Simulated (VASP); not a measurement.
Given:

```xyz
2
Lattice="0.0000 3.5444 3.5444 3.5444 0.0000 3.5444 3.5444 3.5444 0.0000" Properties=species:S:1:pos:R:3 pbc="T T T"
Ba     0.0000     0.0000     0.0000
Te     3.5444     3.5444     3.5444
```

The numbers are results of PBE GGA, VASP's PBE PAW potentials (set 64) (plane waves; VASP 6.6.1), not measurements. Run with 480 eV cut-off, 6×6×6 Γ-centred mesh, Gaussian smearing of 0.050 eV, potentials Ba_sv Te.

Unless said otherwise, spin-orbit coupling is left out, though it shifts the bands of the heavy elements here.

Problem. Estimate the energy per atom (σ→0), band gap (on the k-mesh) with the smallest direct gap where there is one.

Solution. 
```yaml
band gap (on the k-mesh): 1.60 eV
smallest direct gap (on the k-mesh): 1.98 eV
energy per atom (σ→0): -4.314 eV/atom
```

Total energies compare only between runs with the same potentials, cut-off and functional.

The compound is BaTe in the rock salt structure. It was relaxed first. The start is the result of an earlier pass.
